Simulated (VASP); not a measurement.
Level of theory: PBEsol GGA, VASP's PBE PAW potentials (set 64) (plane waves; VASP).

Input for VASP

### INCAR
```
SYSTEM = TaV2
PREC = Accurate
ENCUT = 300
EDIFF = 1E-6
NELM = 100
ALGO = Normal
LREAL = .FALSE.
LASPH = .TRUE.
ISMEAR = -1
SIGMA = 0.1
GGA = PS
LMAXMIX = 6
LWAVE = .FALSE.
LCHARG = .FALSE.
ISIF = 2
ISPIN = 2
MAGMOM = 0.0 0.0 2.0 2.0 2.0 2.0
LORBIT = 11
```

### POSCAR
```
TaV2
1.0
  0.0000000000   3.5800000000   3.5800000000
  3.5800000000   0.0000000000   3.5800000000
  3.5800000000   3.5800000000   0.0000000000
Ta V
2 4
Cartesian
  0.0000000000   0.0000000000   0.0000000000
  1.7900000000   1.7900000000   1.7900000000
  4.4750000000   4.4750000000   4.4750000000
  4.4750000000   2.6850000000   2.6850000000
  2.6850000000   2.6850000000   4.4750000000
  2.6850000000   4.4750000000   2.6850000000
```

File KPOINTS:
```
Automatic
0
G
  5 5 5
0 0 0
```

POTCAR, in this order: Ta_pv V_sv (PBE.64 set). Program: vasp_std.

What VASP printed:

OUTCAR:
```
 ion  position               nearest neighbor table
   1  0.000  0.000  0.000-   3 2.97   5 2.97   6 2.97   3 2.97   4 2.97   5 2.97   3 2.97   4 2.97
                             6 2.97   4 2.97   6 2.97   5 2.97   2 3.10   2 3.10   2 3.10   2 3.10
   2  0.250  0.250  0.250-   4 2.97   6 2.97   3 2.97   4 2.97   6 2.97   3 2.97   4 2.97   5 2.97
                             3 2.97   5 2.97   6 2.97   5 2.97   1 3.10   1 3.10   1 3.10   1 3.10
   3  0.625  0.625  0.625-   4 2.53   5 2.53   6 2.53   5 2.53   6 2.53   4 2.53   1 2.97   2 2.97
                             1 2.97   2 2.97   1 2.97   2 2.97
   4  0.125  0.625  0.625-   3 2.53   5 2.53   6 2.53   3 2.53   5 2.53   6 2.53   2 2.97   1 2.97
                             1 2.97   2 2.97   2 2.97   1 2.97
   5  0.625  0.625  0.125-   3 2.53   3 2.53   4 2.53   6 2.53   6 2.53   4 2.53   1 2.97   2 2.97
                             1 2.97   2 2.97   1 2.97   2 2.97
   6  0.625  0.125  0.625-   3 2.53   5 2.53   3 2.53   4 2.53   5 2.53   4 2.53   2 2.97   1 2.97
                             2 2.97   2 2.97   1 2.97   1 2.97
  LATTYP: Found a face centered cubic cell.
 ALAT       =     7.1600000000
 Subroutine PRICEL returns:
 Original cell was already a primitive cell.
 Subroutine GETGRP returns: Found 48 space group operations
The static configuration has the point symmetry T_d .
 The point group associated with its full space group is O_h .
The dynamic configuration has the point symmetry T_d .
The overall configuration has the point symmetry T_d .
 Subroutine INISYM returns: Found 48 space group operations
 Subroutine IBZKPT returns following result:
 Found     10 irreducible k-points:

 Following reciprocal coordinates:
            Coordinates               Weight
  0.000000  0.000000  0.000000      1.000000
  0.200000  0.000000  0.000000      8.000000
  0.400000  0.000000  0.000000      8.000000
  0.200000  0.200000  0.000000      6.000000
  0.400000  0.200000  0.000000     24.000000
 -0.400000  0.200000  0.000000     24.000000
 -0.200000  0.200000  0.000000     12.000000
  0.400000  0.400000  0.000000      6.000000
 -0.400000  0.400000  0.000000     12.000000
 -0.400000  0.400000  0.200000     24.000000
   k-points           NKPTS =     10   k-points in BZ     NKDIM =     10   number of bands    NBANDS=     48
   number of dos      NEDOS =    301   number of ions     NIONS =      6
   total plane-waves  NPLWV =  27000
   dimension x,y,z NGX =    30 NGY =   30 NGZ =   30
   dimension x,y,z NGXF=    60 NGYF=   60 NGZF=   60
   ions per type =               2   4
   PREC   = accura    normal or accurate (medium, high low for compatibility)
   ISTART =      0    job   : 0-new  1-cont  2-samecut
   ICHARG =      2    charge: 1-file 2-atom 10-const
   ISPIN  =      2    spin polarized calculation?
   LNONCOLLINEAR =      F non collinear calculations
   LSORBIT =      F    spin-orbit coupling
   INIWAV =      1    electr: 0-lowe 1-rand  2-diag
   ENCUT  =  300.0 eV  22.05 Ry    4.70 a.u.   7.15  7.15  7.15*2*pi/ulx,y,z
   NELM   =    100;   NELMIN=  2; NELMDL= -5     # of ELM steps
   EDIFF  = 0.1E-05   stopping-criterion for ELM
   LREAL  =      F    real-space projection
   NLSPLINE    = F    spline interpolate recip. space projectors
   LMAXMIX     =    6 max onsite mixed and CHGCAR
   VOSKOWN=      0    Vosko Wilk Nusair interpolation
   EDIFFG = 0.1E-04   stopping-criterion for IOM
   NSW    =      0    number of steps for IOM
   NBLOCK =      1;   KBLOCK =      1    inner block; outer block
   IBRION =     -1    ionic relax: 0-MD 1-quasi-New 2-CG
   NFREE  =      0    steps in history (QN), initial steepest desc. (CG)
   ISIF   =      2    stress and relaxation
   ISYM   =      2    0-nonsym 1-usesym 2-fastsym
   TEIN   =    0.0    initial temperature
   TEBEG  =    0.0;   TEEND  =   0.0 temperature during run
   SMASS  =  -3.00    Nose mass-parameter (am)
   PSTRESS=    0.0 pullay stress
   NELECT =      74.0000    total number of electrons
   EFERMI =   0.00;   METHOD = LEGACY
   ISMEAR =    -1;   SIGMA  =   0.10  broadening in eV -4-tet -1-fermi 0-gaus
   IALGO  =     38    algorithm
   LDIAG  =      T    sub-space diagonalisation (order eigenvalues)
   IMIX   =      4    mixing-type and parameters
...
```

### OSZICAR
```
       N       E                     dE             d eps       ncg     rms          rms(c)
DAV:   1     0.793926343807E+03    0.79393E+03   -0.33053E+04  2040   0.120E+03
DAV:   2    -0.266405943313E+02   -0.82057E+03   -0.79654E+03  1960   0.472E+02
DAV:   3    -0.681177987149E+02   -0.41477E+02   -0.39500E+02  2504   0.108E+02
DAV:   4    -0.693740017794E+02   -0.12562E+01   -0.12473E+01  2264   0.161E+01
DAV:   5    -0.694047995732E+02   -0.30798E-01   -0.30781E-01  2360   0.232E+00    0.458E+01
DAV:   6    -0.674444304365E+02    0.19604E+01   -0.56991E+01  2440   0.413E+01    0.142E+01
DAV:   7    -0.659930142356E+02    0.14514E+01   -0.34639E+01  2512   0.252E+01    0.138E+01
DAV:   8    -0.643619250424E+02    0.16311E+01   -0.94856E+00  2504   0.136E+01    0.448E+00
DAV:   9    -0.643808378689E+02   -0.18913E-01   -0.24003E-01  2304   0.256E+00    0.153E+00
DAV:  10    -0.643699218435E+02    0.10916E-01   -0.23739E-02  2360   0.608E-01    0.510E-01
DAV:  11    -0.643670616757E+02    0.28602E-02   -0.53331E-03  2360   0.488E-01    0.160E-01
DAV:  12    -0.643670795683E+02   -0.17893E-04   -0.57592E-04  2520   0.126E-01    0.809E-02
DAV:  13    -0.643670991497E+02   -0.19581E-04   -0.42426E-05  2264   0.388E-02    0.284E-02
DAV:  14    -0.643670973578E+02    0.17920E-05   -0.24832E-05  2128   0.166E-02    0.878E-03
DAV:  15    -0.643670968649E+02    0.49290E-06   -0.13101E-06  1304   0.726E-03
   1 F= -.64367097E+02 E0= -.64246862E+02  d E =-.240470E+00  mag=     0.0004
```

**OUTCAR**
```
------------------------ aborting loop because EDIFF is reached ----------------------------------------
  FORCE on cell =-STRESS in cart. coord.  units (eV):
  Direction    XX          YY          ZZ          XY          YZ          ZX
  --------------------------------------------------------------------------------------
  Total       -5.2029118     -5.2029118     -5.2029118      0.0000000      0.0000000      0.0000000
  in kB      -90.8401761    -90.8401761    -90.8401761      0.0000000      0.0000000      0.0000000
  external PRESSURE =     -90.8401761 kB  Pullay stress =       0.0000000 kB
  volume of cell :       91.77
      direct lattice vectors                 reciprocal lattice vectors
     0.000000000  3.580000000  3.580000000    -0.139664804  0.139664804  0.139664804
     3.580000000  0.000000000  3.580000000     0.139664804 -0.139664804  0.139664804
     3.580000000  3.580000000  0.000000000     0.139664804  0.139664804 -0.139664804
 POSITION                                       TOTAL-FORCE (eV/Angst)
 -----------------------------------------------------------------------------------
      0.00000      0.00000      0.00000        -0.000000      0.000000      0.000000
      1.79000      1.79000      1.79000        -0.000000     -0.000000      0.000000
      4.47500      4.47500      4.47500         0.000000      0.000000     -0.000000
      4.47500      2.68500      2.68500         0.000000      0.000000     -0.000000
      2.68500      2.68500      4.47500         0.000000      0.000000     -0.000000
      2.68500      4.47500      2.68500         0.000000      0.000000     -0.000000
 -----------------------------------------------------------------------------------
    total drift:                               -0.000000      0.000000      0.000000
  FREE ENERGIE OF THE ION-ELECTRON SYSTEM (eV)
  ---------------------------------------------------
  free  energy   TOTEN  =       -64.3670968649 eV

  energy  without entropy=      -64.1266272698  energy(sigma->0) =      -64.24686207

 total charge

# of ion       s       p       d       tot
------------------------------------------
    1        0.353   6.185   2.200   8.737
    2        0.353   6.185   2.200   8.737
    3        2.361   6.233   3.108  11.702
    4        2.361   6.233   3.108  11.702
    5        2.361   6.233   3.108  11.702
    6        2.361   6.233   3.108  11.702
--------------------------------------------------
tot         10.148  37.301  16.832  64.281

 magnetization (x)

# of ion       s       p       d       tot
------------------------------------------
    1       -0.000   0.000  -0.000  -0.000
    2       -0.000   0.000  -0.000  -0.000
    3        0.000   0.000   0.000   0.000
    4        0.000   0.000   0.000   0.000
    5        0.000   0.000   0.000   0.000
    6        0.000   0.000   0.000   0.000
--------------------------------------------------
tot          0.000   0.000   0.000   0.000
```
(Selected blocks of OUTCAR.)

At this cut-off the stress carries a Pulay error, which pulls relaxed volumes low.

The structure comes from a measured TaV2 entry of the Crystallography Open Database, whose conditions weren't checked. The cell was not relaxed at this level. The k-mesh is coarse (spacing up to 0.30 per Å, 2π included), so the numbers may not be converged in it.
